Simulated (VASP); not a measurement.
Here is the system:

```xyz
3
Lattice="4.0773 0.0000 0.0000 -2.0387 3.5311 0.0000 0.0000 0.0000 5.1318" Properties=species:S:1:pos:R:3 pbc="T T T"
Se     1.0053     0.0000     1.7106
Se    -0.5026     0.8706     3.4212
Se     1.5360     2.6605     5.1318
```

The numbers are results of PBE GGA with D3 dispersion (Becke-Johnson damping), VASP's PBE PAW potentials (set 64) (plane waves; VASP 6.6.1), not measurements. Numerical set-up: 400 eV cut-off, Gaussian smearing of 0.050 eV, potentials Se.

Question: Give the energies of bands 4 to 12 at the high-symmetry points, in eV from the valence-band maximum.

Answer: 
```
band      Γ      M      K      A      L      H
----  -----  -----  -----  -----  -----  -----
4     -3.68  -5.49  -5.21  -4.69  -6.33  -5.92
5     -3.50  -4.96  -5.21  -3.14  -4.39  -5.46
6     -3.50  -3.80  -3.23  -3.14  -4.25  -5.46
7     -1.91  -3.54  -3.23  -1.42  -2.42  -1.19
8     -1.91  -1.52  -3.02  -1.40  -1.94  -0.07
9     -0.56  -1.02  -2.42  -1.40  -0.12  -0.07
10     1.42   1.44   3.17   0.90   1.28   0.47
11     1.42   1.70   3.17   0.93   2.47   2.20
12     2.01   4.19   3.68   0.93   2.90   2.20
```

The gap is indirect, 0.47 eV, from the valence maximum at L-H at 0.78 to the conduction minimum at H.

The structure comes from a measured Se entry (P3_121) of the Crystallography Open Database, whose conditions weren't checked. It was relaxed first, which changed the volume by -6 %.
